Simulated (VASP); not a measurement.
# Core-hole spectrum of RaF2, part 2 of 3

Wanted: the near-edge structure of RaF2. The cell has space group Fm-3m. The start is a cell from a database of measured crystal structures.

VASP 6.6.1, plane waves and PAW; the level of theory is named at each step.

So far: The structure; Supercell without a hole.

The database entry behind the starting cell is an old determination (1936), so it need not match the best structure at ambient conditions.

**3. K edge, Wyckoff site F c, full hole**

This step: supercell core-hole method, PBE, full hole; plane waves and PAW (F, Ra_sv, F) (VASP 6.6.1).

One core electron is taken from the first atom, which POSCAR lists as a species of its own, and NELECT stays that of the neutral valence shell, so the cell is charged against a background. NBANDS covers the range above the edge. The first density still holds the charge taken from the core, which is what the BRMIX lines of the log report.

Contents of INCAR:

```
SYSTEM = RaF2
PREC = Accurate
ENCUT = 400
EDIFF = 1E-06
NELM = 100
ISMEAR = 0
SIGMA = 0.05
LREAL = Auto
ALGO = Normal
GGA = PE
NBANDS = 392
LWAVE = .FALSE.
LCHARG = .FALSE.
ICORELEVEL = 2
CLNT = 1
CLN = 1
CLL = 0
CLZ = 1
CH_LSPEC = .TRUE.
CH_NEDOS = 1500
CH_SIGMA = 0.5
NELECT = 192
```

Contents of POSCAR:

```
RaF2
1.0
    0.0000000000      6.3680000000      6.3680000000
    6.3680000000      0.0000000000      6.3680000000
    6.3680000000      6.3680000000      0.0000000000
F Ra F
1 8 15
Direct
    0.3750000000      0.3750000000      0.3750000000
    0.0000000000      0.0000000000      0.0000000000
    0.0000000000      0.0000000000      0.5000000000
    0.0000000000      0.5000000000      0.0000000000
    0.0000000000      0.5000000000      0.5000000000
    0.5000000000      0.0000000000      0.0000000000
    0.5000000000      0.0000000000      0.5000000000
    0.5000000000      0.5000000000      0.0000000000
    0.5000000000      0.5000000000      0.5000000000
    0.3750000000      0.3750000000      0.8750000000
    0.3750000000      0.8750000000      0.3750000000
    0.3750000000      0.8750000000      0.8750000000
    0.8750000000      0.3750000000      0.3750000000
    0.8750000000      0.3750000000      0.8750000000
    0.8750000000      0.8750000000      0.3750000000
    0.8750000000      0.8750000000      0.8750000000
    0.1250000000      0.1250000000      0.1250000000
    0.1250000000      0.1250000000      0.6250000000
    0.1250000000      0.6250000000      0.1250000000
    0.1250000000      0.6250000000      0.6250000000
    0.6250000000      0.1250000000      0.1250000000
    0.6250000000      0.1250000000      0.6250000000
    0.6250000000      0.6250000000      0.1250000000
    0.6250000000      0.6250000000      0.6250000000
```

Contents of KPOINTS:

```
Automatic mesh
0
Gamma
2 2 2
0 0 0
```

PAW data sets: F, Ra_sv and F (PBE family, release 64).

Command:

```bash
$ mpirun -np 8 vasp_std
```

What it wrote:

```text
[banner, memory and clock lines left out]
running    8 mpi-ranks, on    1 nodes
 distrk:  each k-point on    8 cores,    1 groups
 distr:  one band on    1 cores,    8 groups

 POSCAR found type information on POSCAR F RaF
 POSCAR found :  3 types and      24 ions
 [... a notice as in an earlier step ...]

 LDA part: xc-table for (Slater+PW92), standard interpolation
 POSCAR, INCAR and KPOINTS ok, starting setup
 FFT: planning ... GRIDC
 FFT: planning ... GRID_SOFT
 FFT: planning ... GRID
 WAVECAR not read
 entering main loop
       N       E                     dE             d eps       ncg     rms          rms(c)
DAV:   1     0.100262274081E+04    0.10026E+04   -0.58897E+04  2352   0.367E+02
DAV:   2    -0.249558371538E+03   -0.12522E+04   -0.11658E+04  2552   0.133E+02
DAV:   3    -0.337225239419E+03   -0.87667E+02   -0.85600E+02  2752   0.356E+01
DAV:   5    -0.341062668046E+03   -0.62614E-01   -0.62605E-01  3224   0.731E-01BRMIX: very serious problems
 the old and the new charge density differ
 old charge density:   193.00000 new  191.99997
    0.336E+01
DAV:   6    -0.321266376238E+03    0.19796E+02   -0.17725E+01  2824   0.855E+00    0.148E+01
DAV:   7    -0.320586523930E+03    0.67985E+00   -0.28229E+00  2624   0.189E+00    0.189E+01
DAV:   8    -0.320600691720E+03   -0.14168E-01   -0.65416E-02  2976   0.237E-01    0.195E+01
DAV:   9    -0.320474597443E+03    0.12609E+00   -0.14114E-01  2728   0.660E-01    0.148E+01
DAV:  10    -0.320512435619E+03   -0.37838E-01   -0.13969E-01  2672   0.622E-01    0.104E+01
DAV:  11    -0.320537324139E+03   -0.24889E-01   -0.29990E-02  2688   0.241E-01    0.967E+00
DAV:  12    -0.320531435173E+03    0.58890E-02   -0.41420E-03  2552   0.888E-02    0.708E+00
DAV:  13    -0.320517152725E+03    0.14282E-01   -0.91311E-03  2560   0.139E-01    0.353E+00
DAV:  14    -0.320514464938E+03    0.26878E-02   -0.21459E-03  2800   0.519E-02    0.252E+00
DAV:  15    -0.320512690001E+03    0.17749E-02   -0.89853E-04  2824   0.364E-02    0.159E+00
DAV:  16    -0.320511851328E+03    0.83867E-03   -0.49151E-04  2936   0.297E-02    0.811E-01
DAV:  17    -0.320511669980E+03    0.18135E-03   -0.15865E-04  3112   0.121E-02    0.486E-01
DAV:  18    -0.320511620787E+03    0.49193E-04   -0.22420E-05  2904   0.527E-03    0.330E-01
DAV:  19    -0.320511593702E+03    0.27086E-04   -0.15989E-05  2856   0.445E-03    0.183E-01
DAV:  20    -0.320511580629E+03    0.13073E-04   -0.64054E-06  3088   0.357E-03    0.710E-02
DAV:  21    -0.320511579467E+03    0.11618E-05   -0.15869E-06  2320   0.806E-04    0.578E-02
DAV:  22    -0.320511577443E+03    0.20246E-05   -0.54516E-07  1936   0.123E-03    0.267E-02
DAV:  23    -0.320511576364E+03    0.10789E-05   -0.76928E-07  2232   0.100E-03    0.133E-03
DAV:  24    -0.320511576232E+03    0.13140E-06   -0.49148E-08  1296   0.259E-04
   1 F= -.32051158E+03 E0= -.32051158E+03  d E =-.108494E-30
 Starting Core_Hole_Spec
 Ending Core_Hole_Spec
```

Elapsed: 5.9 min, on 8 MPI ranks of AMD EPYC 7R43, shared host; peak memory 1.7 GiB; 47 min of CPU time.

OUTCAR, selected parts (step 3):

```text
NELECT = 192

 ion  position               nearest neighbor table
   1  0.375  0.375  0.375-   5 2.76   7 2.76   8 2.76   9 2.76
   2  0.000  0.000  0.000-  12 2.76  14 2.76  15 2.76  18 2.76  19 2.76  21 2.76  17 2.76  16 2.76

 Found      3 irreducible k-points:

   k-points           NKPTS =      3   k-points in BZ     NKDIM =      3   number of bands    NBANDS=    392

 the core state eigenenergies are
   1-  1s   -733.7954
   2-  1s-104171.2973  2s -19132.3214  2p -16108.6376  3s  -4738.4823  3p  -3889.6564
       3d  -3105.3605  4s  -1155.1954  4p   -877.6313  4d   -582.0483  4f   -262.5633
       5s   -232.4081  5p   -149.6109  5d    -59.2755
   3-  1s-104171.2973  2s -19132.3214  2p -16108.6376  3s  -4738.4823  3p  -3889.6564
       3d  -3105.3605  4s  -1155.1954  4p   -877.6313  4d   -582.0483  4f   -262.5633
       5s   -232.4081  5p   -149.6109  5d    -59.2755
   4-  1s-104171.2973  2s -19132.3214  2p -16108.6376  3s  -4738.4823  3p  -3889.6564
       3d  -3105.3605  4s  -1155.1954  4p   -877.6313  4d   -582.0483  4f   -262.5633
       5s   -232.4081  5p   -149.6109  5d    -59.2755
   5-  1s-104172.1727  2s -19133.1944  2p -16109.5109  3s  -4739.3533  3p  -3890.5274
       3d  -3106.2316  4s  -1156.0640  4p   -878.4995  4d   -582.9164  4f   -263.4313
       5s   -233.2720  5p   -150.4737  5d    -60.1361
   6-  1s-104171.2973  2s -19132.3214  2p -16108.6376  3s  -4738.4823  3p  -3889.6564
       3d  -3105.3605  4s  -1155.1954  4p   -877.6313  4d   -582.0483  4f   -262.5633
       5s   -232.4081  5p   -149.6109  5d    -59.2755
   7-  1s-104172.1727  2s -19133.1944  2p -16109.5109  3s  -4739.3533  3p  -3890.5274
       3d  -3106.2316  4s  -1156.0640  4p   -878.4995  4d   -582.9164  4f   -263.4313
       5s   -233.2720  5p   -150.4737  5d    -60.1361
   8-  1s-104172.1727  2s -19133.1944  2p -16109.5109  3s  -4739.3533  3p  -3890.5274
       3d  -3106.2316  4s  -1156.0640  4p   -878.4995  4d   -582.9164  4f   -263.4313
       5s   -233.2720  5p   -150.4737  5d    -60.1361
   9-  1s-104172.1727  2s -19133.1944  2p -16109.5109  3s  -4739.3533  3p  -3890.5274
       3d  -3106.2316  4s  -1156.0640  4p   -878.4995  4d   -582.9164  4f   -263.4313
       5s   -233.2720  5p   -150.4737  5d    -60.1361
  10-  1s   -651.8313
  11-  1s   -651.8313
  12-  1s   -651.8313
  13-  1s   -651.8313
  14-  1s   -651.8313
  15-  1s   -651.8313
  16-  1s   -651.5246
  17-  1s   -651.5280
  18-  1s   -652.0321
  19-  1s   -652.0321
  20-  1s   -652.0321
  21-  1s   -652.0321
  22-  1s   -652.0321
  23-  1s   -652.0321
  24-  1s   -652.2033

 E-fermi :  -0.2152

 k-point     1 :       0.0000    0.0000    0.0000
  band No.  band energies     occupation
    ...
     92      -0.9247      2.00000
     93      -0.9247      2.00000
     94      -0.6316      2.00000
     95      -0.6316      2.00000
     96      -0.6316      2.00000
     97       4.9221      0.00000
     98       6.1086      0.00000
     99       6.1086      0.00000
    100       6.1086      0.00000
    101       7.1500      0.00000
    ...

 k-point     2 :       0.5000    0.0000    0.0000
  band No.  band energies     occupation
    ...
     92      -0.9266      2.00000
     93      -0.9176      2.00000
     94      -0.7512      2.00000
     95      -0.6399      2.00000
     96      -0.6399      2.00000
     97       5.9119      0.00000
     98       6.2291      0.00000
     99       6.3939      0.00000
    100       6.3939      0.00000
    101       6.7307      0.00000
    ...

  Total      -20.7560162    -20.7560162    -20.7560162     -0.0000000      0.0000000      0.0000000
  in kB      -64.3895549    -64.3895549    -64.3895549     -0.0000000      0.0000000      0.0000000
  external PRESSURE =     -64.3895549 kB  Pullay stress =       0.0000000 kB

 POSITION                                       TOTAL-FORCE (eV/Angst)
 -----------------------------------------------------------------------------------
      4.77600      4.77600      4.77600        -0.000000      0.000000     -0.000000
      0.00000      0.00000      0.00000         0.004147      0.004147      0.004147
      3.18400      3.18400      0.00000        -0.004147     -0.004147      0.004147
      3.18400      0.00000      3.18400        -0.004147      0.004147     -0.004147
      6.36800      3.18400      3.18400         0.970993     -0.970993     -0.970993
      0.00000      3.18400      3.18400         0.004147     -0.004147     -0.004147
      3.18400      6.36800      3.18400        -0.970993      0.970993     -0.970993
      3.18400      3.18400      6.36800        -0.970993     -0.970993      0.970993
      6.36800      6.36800      6.36800         0.970993      0.970993      0.970993
      7.96000      7.96000      4.77600        -0.000000      0.000000      0.226600
      7.96000      4.77600      7.96000        -0.000000      0.226600     -0.000000
     11.14400      7.96000      7.96000        -0.226600      0.000000     -0.000000
      4.77600      7.96000      7.96000         0.226600      0.000000     -0.000000
      7.96000     11.14400      7.96000        -0.000000     -0.226600     -0.000000
      7.96000      7.96000     11.14400        -0.000000      0.000000     -0.226600
     11.14400     11.14400     11.14400        -0.000000      0.000000     -0.000000
      1.59200      1.59200      1.59200        -0.000000      0.000000     -0.000000
      4.77600      4.77600      1.59200        -0.000000      0.000000      0.541849
      4.77600      1.59200      4.77600        -0.000000      0.541849     -0.000000
      7.96000      4.77600      4.77600        -0.541849      0.000000     -0.000000
      1.59200      4.77600      4.77600         0.541849      0.000000     -0.000000
      4.77600      7.96000      4.77600        -0.000000     -0.541849     -0.000000
      4.77600      4.77600      7.96000        -0.000000      0.000000     -0.541849
      7.96000      7.96000      7.96000        -0.000000      0.000000     -0.000000
 -----------------------------------------------------------------------------------
    total drift:                                0.000000      0.000000      0.000000

  FREE ENERGIE OF THE ION-ELECTRON SYSTEM (eV)
  ---------------------------------------------------
  free  energy   TOTEN  =      -320.5115762323 eV

  energy  without entropy=     -320.5115762323  energy(sigma->0) =     -320.51157623

[... 7 parts as in an earlier step ...]

[... 1 further part left out ...]
```

Numbers from this step:

```
free energy (TOTEN) : -320.5116 eV
Fermi energy        : -0.2152 eV
```

The imaginary dielectric function times 10^5, xx has structure finer than the step of the table below, so its rows give means over 1 eV, whole bins alone (the curve runs from 665 to 710 eV). Peaks (eV: height): 669.6: 3.36, 673.7: 4.87, 680.4: 1.66, 683.9: 2.91, 691.8: 3.80, 695.1: 3.41, 697.8: 2.26.

Smoothed further by a Gaussian, to a width of roughly 1 to 1.2 eV in all; heights scale with one over the cell volume; the energy axis is the program's own, and the fall at its high end is where NBANDS ends. The imaginary dielectric function times 10^5, xx by photon energy; means over each step:

```csv
photon energy (eV),"imaginary dielectric function times 10^5, xx"
667,1.2e-4
668,0.0565
669,1.59
670,2.71
671,1.48
672,3.52
673,3.79
674,3.87
675,1.41
676,0.999
677,1.10
678,0.794
679,0.620
680,1.36
681,1.16
682,0.841
683,1.96
684,2.75
685,1.70
686,0.744
687,0.566
688,0.782
689,1.62
690,2.54
691,3.24
692,3.70
693,3.09
694,2.38
695,3.22
696,2.02
697,1.64
698,2.03
699,0.626
700,0.0284
701,1.1e-4
```

The smoothed xx curve reaches a tenth of its top at about 669 eV.

(Continued in part 3 of 3.)

[Lines on the potential files, build, host, timing and source positions are cut from VASP's logs without a mark.]

[Logs are printed without paths, hosts, clocks, repeated set-up lines and the standing remarks that a program may print on its own settings, such as how far it seeks lower states.]

[Hosts, paths, dates, database ids (printed as entryN), source tags and the programs' standing remarks are cut or masked in the printed files.]
